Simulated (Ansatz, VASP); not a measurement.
# Cross-check of Ga between VASP and Ansatz

One calculation is typed for both programs; each brings its own data sets. How far apart do they land? The structure shown is frame 200 of Ansatz's trajectory.

Method: plane waves, with VASP 6.6.1 beside it; single point at LDA, in Ansatz 0.2.0.

## Step 1: Set-up

The cell holds 48 atoms: 48 Ga. Cell: a = 9.741 Å, b = 9.741 Å, c = 9.741 Å, α = 90.0°, β = 90.0°, γ = 90.0°. As first built, before any earlier steps moved the atoms (in the runner's words): 48 atoms (48 Ga) placed at random at 5.974 g/cm^3 and pushed apart to contact distance.

## Step 2: Ansatz: dynamics, LDA

Ansatz runs on its default PAW (the set named soft_2) files.

One frame of this run of dynamics is then solved in both programs, so the motion causes no difference.

Contents of input.yaml:

```yaml
crystal:
  lattice:
    - [9.7619, 0.0, 0.0]
    - [0.0, 9.7619, 0.0]
    - [0.0, 0.0, 9.7619]
  atoms:
    - { symbol: Ga, position: [0.51182, 0.95046, 0.14416] }
    - { symbol: Ga, position: [0.87877, 0.36277, 0.38046] }
    - { symbol: Ga, position: [0.70851, 0.45483, 0.57529] }
    - { symbol: Ga, position: [0.09696, 0.82294, 0.48345] }
    - { symbol: Ga, position: [0.368, 0.83267, 0.33408] }
    - { symbol: Ga, position: [0.44154, 0.13052, 0.3933] }
    - { symbol: Ga, position: [0.26728, 0.27809, 0.79236] }
    - { symbol: Ga, position: [0.26927, 0.45379, 0.97158] }
    - { symbol: Ga, position: [0.8982, 0.67874, 0.53974] }
    - { symbol: Ga, position: [0.29375, 0.18316, 0.02263] }
    - { symbol: Ga, position: [0.52946, 0.11898, 0.63296] }
    - { symbol: Ga, position: [0.78493, 0.72418, 0.99119] }
    - { symbol: Ga, position: [0.06688, 0.50431, 0.47959] }
    - { symbol: Ga, position: [0.07, 0.57019, 0.8131] }
    - { symbol: Ga, position: [0.54085, 0.26957, 0.8533] }
    - { symbol: Ga, position: [0.50242, 0.48857, 0.71264] }
    - { symbol: Ga, position: [0.1957, 0.83149, 0.71291] }
    - { symbol: Ga, position: [0.77711, 0.24867, 0.77442] }
    - { symbol: Ga, position: [0.1768, 0.0305, 0.86295] }
    - { symbol: Ga, position: [0.86896, 0.88545, 0.40228] }
    - { symbol: Ga, position: [0.29166, 0.04308, 0.62001] }
    - { symbol: Ga, position: [0.7035, 0.81258, 0.22969] }
    - { symbol: Ga, position: [0.3136, 0.62825, 0.79817] }
    - { symbol: Ga, position: [0.92784, 0.08642, 0.53902] }
    - { symbol: Ga, position: [0.93535, 0.41391, 0.67195] }
    - { symbol: Ga, position: [0.03095, 0.69386, 0.02678] }
    - { symbol: Ga, position: [0.79511, 0.89506, 0.6539] }
    - { symbol: Ga, position: [0.23812, 0.8039, 0.11813] }
    - { symbol: Ga, position: [0.84861, 0.02692, 0.86496] }
    - { symbol: Ga, position: [0.17679, 0.40354, 0.27898] }
    - { symbol: Ga, position: [0.64772, 0.26946, 0.41902] }
    - { symbol: Ga, position: [0.09844, 0.25647, 0.47227] }
    - { symbol: Ga, position: [0.15043, 0.65933, 0.30221] }
    - { symbol: Ga, position: [0.68569, 0.64335, 0.41276] }
    - { symbol: Ga, position: [0.82373, 0.61507, 0.76968] }
    - { symbol: Ga, position: [0.34863, 0.57913, 0.17275] }
    - { symbol: Ga, position: [0.9528, 0.23429, 0.17924] }
    - { symbol: Ga, position: [0.02392, 0.2175, 0.79865] }
    - { symbol: Ga, position: [0.6975, 0.04645, 0.3177] }
    - { symbol: Ga, position: [0.44022, 0.65514, 0.49452] }
    - { symbol: Ga, position: [0.56578, 0.83467, 0.73288] }
    - { symbol: Ga, position: [0.41833, 0.44034, 0.36859] }
    - { symbol: Ga, position: [0.17305, 0.14641, 0.26062] }
    - { symbol: Ga, position: [0.33262, 0.29321, 0.55158] }
    - { symbol: Ga, position: [0.96879, 0.81326, 0.81613] }
    - { symbol: Ga, position: [0.6498, 0.50777, 0.9136] }
    - { symbol: Ga, position: [0.68156, 0.47241, 0.15899] }
    - { symbol: Ga, position: [0.50865, 0.21624, 0.1459] }
kpoints:
  mp_grid: { grid: [1, 1, 1] }
hamiltonian:
  xc: lda
scf:
  occupations: { method: fermi_dirac, width: 0.05 }
output:
  forces: true
  stress: true
md:
  timestep: 5.0
  n_steps: 600
  ensemble: npt_langevin
  temperature: 623
  initial_velocities: maxwell_boltzmann
  seed: 5
  pressure: 0
  temperature_schedule:
    - { n_steps: 75, end_temperature: 623 }
    - { n_steps: 75, end_temperature: 473 }
```

Started as:

```sh
ansatz run input.yaml --threads 4 --pin off --max-ram 15360MiB --backend cpu --events-out ev --progress --plain --runs-dir out
```

Numbers of over 12 decimals in the logs are rounded to 6 here.

The program printed:

```text
Warning: md: disabling space-group detection — thermal motion breaks the input geometry's symmetry, so no spatial operation reduces the k-mesh or symmetrises the density; time reversal is kept, so that k and −k are solved as one point where they differ and the mesh holds both, and exact exchange and, on two spinor components, a DFT+U term hold to it where the run has them: on two components no moment then forms, and  [...]
Engine: ansatz 0.2.0, aarch64-unknown-linux-gnu
Pseudopotentials: kind: paw
Pseudopotential: Ga, paw, valence charge 13, recommended cutoff 420 eV (normal), Ga.paw.azcp
Functional definition: SPW92
  exchange = slater_x
  correlation = pw_c
Crystal: 48 atoms, lattice volume = 930.257 Å³
Basis set: ecut = 420 eV (smoothed over ±3.1 %; plane waves to 437.6 eV, density to 1750.3 eV), 19381 PW (Γ)
Bands: 375, of which v1, the nominal top of the filled ones, is band 312 counted from 1 (311 counted from 0)
Symmetry: 1 space group operations
k-points: 1
Non-local potential: Ga, projectors of the file, l = 0: 2, l = 1: 2, l = 2: 3, l = 3: 1
PAW form: soft (Blöchl's): semilocal exchange-correlation on the pseudo side does not see the compensation charge
PAW frozen core: Ga, regenerated for the run's functional, and the local potential with it (the file was generated under x = pbe(κ = 0.804, μ = 0.219515), c = pbe(β = 0.066725))
PAW one-centre angular grid: Ga, 590 points (default); XC on 64 Gauss nodes
Initial density: superposition of atomic densities (neutral atoms: chi_scale 0, normalization atom), corrected by the library's trained network
Initial wavefunctions: pseudopotential atomic-orbital guess
Functional: x = slater, c = lda
SCF iter   1: F=—  HF=-177926.289757 eV  |F-HF|=—  |Δ(HF+E_count)|=         —  Δρ=7.46e-3  dr2=1.00e0  ethr=1.77e-3  ⟨swp⟩=5.0  Hψ=1238  notcnv=0  defer=45
preconditioner: auto → LDOS  [metal: Δε(μ)=0.075 eV  Ē_g=15.948 eV  σ=0.050 eV  W_gap=0.36  n_scr=250 (ndim 8)  ℏωp=30.4 eV  f_vac=0.050  D(μ)=21.71/eV (n_scr^D=146)  β→1.0]
SCF iter   2: F=—  HF=-177926.126736 eV  |F-HF|=—  |Δ(HF+E_count)|=   1.63e-1  Δρ=4.06e-3  dr2=2.47e-1  ethr=1.61e-4  ⟨swp⟩=3.0  Hψ=760  notcnv=0  defer=49
SCF iter   3: F=—  HF=-177926.058991 eV  |F-HF|=—  |Δ(HF+E_count)|=   6.77e-2  Δρ=1.97e-3  dr2=6.25e-2  ethr=3.96e-5  ⟨swp⟩=2.0  Hψ=652  notcnv=0  defer=49
SCF iter   4: F=—  HF=-177926.038182 eV  |F-HF|=—  |Δ(HF+E_count)|=   2.08e-2  Δρ=5.57e-4  dr2=1.40e-2  ethr=1.00e-5  ⟨swp⟩=2.0  Hψ=639  notcnv=0  defer=49
SCF iter   5: F=—  HF=-177926.035959 eV  |F-HF|=—  |Δ(HF+E_count)|=   2.22e-3  Δρ=2.23e-4  dr2=1.97e-3  ethr=2.24e-6  ⟨swp⟩=2.0  Hψ=385  notcnv=0  defer=49
SCF iter   6: F=—  HF=-177926.035694 eV  |F-HF|=—  |Δ(HF+E_count)|=   2.65e-4  Δρ=9.34e-5  dr2=3.05e-4  ethr=3.16e-7  ⟨swp⟩=2.0  Hψ=640  notcnv=0  defer=49
SCF iter   7: F=—  HF=-177926.035669 eV  |F-HF|=—  |Δ(HF+E_count)|=   2.50e-5  Δρ=4.53e-5  dr2=5.70e-5  ethr=4.89e-8  ⟨swp⟩=2.0  Hψ=381  notcnv=0  defer=49
SCF iter   8: F=—  HF=-177926.035641 eV  |F-HF|=—  |Δ(HF+E_count)|=   2.82e-5  Δρ=2.00e-5  dr2=9.63e-6  ethr=9.13e-9  ⟨swp⟩=2.0  Hψ=640  notcnv=0  defer=49
SCF iter   9: F=—  HF=-177926.035971 eV  |F-HF|=—  |Δ(HF+E_count)|=   3.30e-4  Δρ=1.07e-5  dr2=2.16e-6  ethr=1.54e-9  ⟨swp⟩=2.0  Hψ=688  notcnv=0  defer=49
SCF iter  10: F=—  HF=-177926.035971 eV  |F-HF|=—  |Δ(HF+E_count)|=   5.02e-7  Δρ=4.34e-6  dr2=4.30e-7  ethr=3.46e-10  ⟨swp⟩=2.0  Hψ=640  notcnv=0  defer=49
SCF iter  11: F=—  HF=-177926.035970 eV  |F-HF|=—  |Δ(HF+E_count)|=   6.27e-8  Δρ=1.88e-6  dr2=8.32e-8  ethr=6.90e-11  ⟨swp⟩=2.0  Hψ=640  notcnv=0  defer=49
SCF iter  12: F=-177926.035970 eV  HF=-177926.035970 eV  |F-HF|=8.15e-9  |Δ(HF+E_count)|=   9.31e-9  Δρ=6.65e-7  dr2=1.06e-8  ethr=7.69e-12  ⟨swp⟩=4.0  Hψ=1317  notcnv=0
SCF 1 converged in 12 iterations: F = -177926.035970 eV  dr2 = 1.06e-8
  greatest PAW one-centre occupation: 0.995 electrons in one spin orbital (limit 2), on the Ga atom at site 46 (counted from 0), in its partial waves of l = 2
md step     0: t =     0.00 fs  T =   610.0 K (target 623.0 K)  F+E_penalty+E_count = -177926.03597043 eV  E_kin = 3.784862 eV  conserved = -177922.61807687 eV  P_inst = 5.8509 GPa  V = 930.2573 Å³  selection 1  (12 SCF iters)
[... from here on, the SCF cycles and remarks between the steps are left out ...]
md step   586: t =  2930.00 fs  T =   452.3 K (target 473.0 K)  F+E_penalty+E_count = -177942.20399397 eV  E_kin = 2.806179 eV  conserved = -177922.60337435 eV  P_inst = -0.3143 GPa  V = 915.4355 Å³  selection 1  (6 SCF iters)
md step   588: t =  2940.00 fs  T =   410.5 K (target 473.0 K)  F+E_penalty+E_count = -177942.05912679 eV  E_kin = 2.547153 eV  conserved = -177922.60096659 eV  P_inst = -0.3799 GPa  V = 916.5923 Å³  selection 1  (6 SCF iters)
md step   590: t =  2950.00 fs  T =   416.7 K (target 473.0 K)  F+E_penalty+E_count = -177941.91449194 eV  E_kin = 2.585221 eV  conserved = -177922.59927931 eV  P_inst = -0.3124 GPa  V = 917.0266 Å³  selection 1  (8 SCF iters)
md step   592: t =  2960.00 fs  T =   413.4 K (target 473.0 K)  F+E_penalty+E_count = -177941.91164926 eV  E_kin = 2.565241 eV  conserved = -177922.59981096 eV  P_inst = -0.2522 GPa  V = 916.7183 Å³  selection 1  (6 SCF iters)
md step   594: t =  2970.00 fs  T =   443.2 K (target 473.0 K)  F+E_penalty+E_count = -177942.01073459 eV  E_kin = 2.749576 eV  conserved = -177922.59986613 eV  P_inst = -0.2714 GPa  V = 916.7723 Å³  selection 1  (6 SCF iters)
md step   596: t =  2980.00 fs  T =   520.3 K (target 473.0 K)  F+E_penalty+E_count = -177942.21723924 eV  E_kin = 3.228270 eV  conserved = -177922.60268795 eV  P_inst = -0.2647 GPa  V = 916.1364 Å³  selection 1  (6 SCF iters)
md step   598: t =  2990.00 fs  T =   580.6 K (target 473.0 K)  F+E_penalty+E_count = -177942.41430208 eV  E_kin = 3.602352 eV  conserved = -177922.60840146 eV  P_inst = -0.2163 GPa  V = 915.1332 Å³  selection 1  (6 SCF iters)
md step   600: t =  3000.00 fs  T =   525.5 K (target 473.0 K)  F+E_penalty+E_count = -177942.33510003 eV  E_kin = 3.260627 eV  conserved = -177922.60663485 eV  P_inst = -0.1240 GPa  V = 914.2444 Å³  selection 1  (9 SCF iters)
Basis set: ecut = 420 eV, 17845 PW (Γ)
Initial wavefunctions: pseudopotential atomic-orbital guess (no wavefunctions were taken with the density)
iter 1 solved again at ethr=2.04e-8 eV; its pass at ethr=3.10e-3 eV (dr2=1.27e-4 eV) is discarded
SCF iter   1: F=—  HF=-177942.334602 eV  |F-HF|=—  |Δ(HF+E_count)|=         —  Δρ=3.14e-6  dr2=3.25e-8  ethr=2.04e-8  ⟨swp⟩=5.0  Hψ=2403  notcnv=0
preconditioner: auto → Resta (q_TF=auto, 2.560 Å⁻¹)  ε∞=4.7  [insulator: Δε(μ)=0.583 eV  Ē_g=15.900 eV  σ=0.050 eV  W_gap=0.99  n_scr=250 (ndim 8)  ℏωp=30.7 eV  f_vac=0.061  D(μ)=0.25/eV (n_scr^D=0)  ε∞_Penn≈4.7]
SCF iter   2: F=—  HF=-177942.334962 eV  |F-HF|=—  |Δ(HF+E_count)|=   3.61e-4  Δρ=2.82e-6  dr2=3.42e-8  ethr=5.20e-12  ⟨swp⟩=2.0  Hψ=1672  notcnv=0
SCF iter   3: F=-177942.334962 eV  HF=-177942.334962 eV  |F-HF|=1.86e-9  |Δ(HF+E_count)|=   4.39e-9  Δρ=9.41e-7  dr2=6.24e-9  ethr=5.20e-12  ⟨swp⟩=2.0  Hψ=1303  notcnv=0
SCF 602 converged in 3 iterations: F = -177942.334962 eV  dr2 = 6.24e-9
SCF converged after 3 iterations
Free energy (F): -177942.334962 eV
Harris-Foulkes:  -177942.334962 eV  (|F-HF|=1.86e-9)
Internal energy: -177942.330657 eV  (E = F + TS)
E sigma→0 (E₀):  -177942.332809 eV
Entropy (-TS):   -0.004306 eV (-0.090 meV/atom)
Fermi energy:    8.742661 eV
--- Per-component energies (eV) ---
  E_band       = -2171.633677
  E_kinetic    = 5567.393134
  E_local      = -97247.412568  (includes V_loc(G=0)·N_el)
  E_nonlocal   = 20345.938511
  E_hartree    = 45794.784412
  E_xc         = -3349.073933
  E_vxc        = -2863.189324  (∫ρ·V_xc dr)
  E_paw        = -91638.593270  (= ΣΔE_a)
  E_vpaw       = -19563.938420  (= ΣTr[D̂ρ^β])
  E_aug_tail   = -0.006032  (compensation charges beyond the density's cutoff)
  E_ewald      = -57498.327945
  E_core_change = 82.967035  (= ΣΔE_core)
  E_smearing   = -0.004306  (= −TS)
  E_closure    = -0.000000  (closes the sum)
  Σ components = -177942.334962   (vs F -177942.334962, Δ=0.00e0)
--- Forces (eV/Å), atoms counted from 1 ---
  atom   1  Ga    -0.52380174     0.09049832    -0.19965675
  atom   2  Ga     0.51945103    -0.11303724     0.55408094
  atom   3  Ga     0.28153912     0.30588320    -0.55900727
  atom   4  Ga    -0.22905877    -0.43335967     0.60056729
  atom   5  Ga    -0.18752433    -0.20701218    -0.64511683
  atom   6  Ga    -0.19308680    -0.30766311    -0.52607769
  atom   7  Ga    -0.57669333     0.20154682    -0.86831996
  atom   8  Ga    -0.20157222     0.58688318    -0.09643651
  atom   9  Ga     0.50952399    -0.04419899     0.23796120
  atom  10  Ga    -0.07642399    -0.50678473     0.53641063
  atom  11  Ga    -0.11907323     0.14356500     0.79387515
  atom  12  Ga    -0.57707391    -0.10229088    -0.11213463
  atom  13  Ga     0.39141580    -0.01706937    -0.05002895
  atom  14  Ga    -0.53678191     0.53650996    -0.06823105
  atom  15  Ga     0.17034269    -0.31350284    -0.08792729
  atom  16  Ga     0.02567112     0.94283821    -0.22868753
  atom  17  Ga    -0.03491330    -0.51975815     0.09622574
  atom  18  Ga    -0.26567401    -0.47866964    -0.03118169
  atom  19  Ga     0.37497717    -0.31670203     0.47153980
  atom  20  Ga     0.34806249    -0.21197634     0.73484968
  atom  21  Ga    -0.31756789     0.49629962    -0.41386094
  atom  22  Ga    -0.19367021    -0.20466411    -0.28153181
  atom  23  Ga     0.50254223    -0.51287006     0.05913047
  atom  24  Ga     0.51684237    -0.19862998    -0.33700572
[...]
atom  41  Ga    -0.20746388    -0.13039236    -0.30295472
  atom  42  Ga    -0.30613179     0.33449009     0.36211002
  atom  43  Ga    -0.05459536    -0.11327975     0.15517203
  atom  44  Ga    -0.56127264    -0.12079458    -0.24275366
  atom  45  Ga    -0.64488952    -0.36035544    -0.46810286
  atom  46  Ga     0.10579154     0.21404645     0.80657521
  atom  47  Ga     0.08326582     0.36383940    -0.25962323
  atom  48  Ga     0.48110342    -0.39373372     0.10088614
  max |Σ_I F_I| component: 1.05e-5 eV/Å
--- Stress (GPa, compression-positive) ---
       -0.541446      -0.430607      -0.196331
       -0.430607      -1.943503      -0.007176
       -0.196331      -0.007176       0.972464
  P = ⅓ Tr σ = -0.5042 GPa (-5.042 kbar)
--- MD trajectory: 600 steps, t = 0.0 → 3000.0 fs ---
  final state: T = 525.5 K   F+E_penalty+E_count = -177942.33510003 eV   E_kin = 3.260627 eV
  conserved energy: peak-to-peak 3.978e-2 eV (8.287e-4 eV/atom) over 3000.0 fs
  cell: V = 914.2444 Å³ at the end; means of 450 rows at the end, at a set-point of 473.0 K, the approach among them: V = 915.8635 Å³, P_inst = 0.0003 GPa
  mean static stress (GPa): xx -0.8610  yy -1.4556  zz 1.2276  yz 0.3364  xz 0.0884  xy -0.3149
  the result is of one more SCF, on plane waves selected at the last cell: its energy does not rank with the rows'
```

[end of part 1 of 2]

[Lines on the potential files, build, host, timing and source positions are cut from VASP's logs without a mark.]

[Logs are printed without paths, hosts, clocks, repeated set-up lines and the standing remarks that a program may print on its own settings, such as how far it seeks lower states.]

[Hosts, paths, dates, database ids (printed as entryN), source tags and the programs' standing remarks are cut or masked in the printed files.]
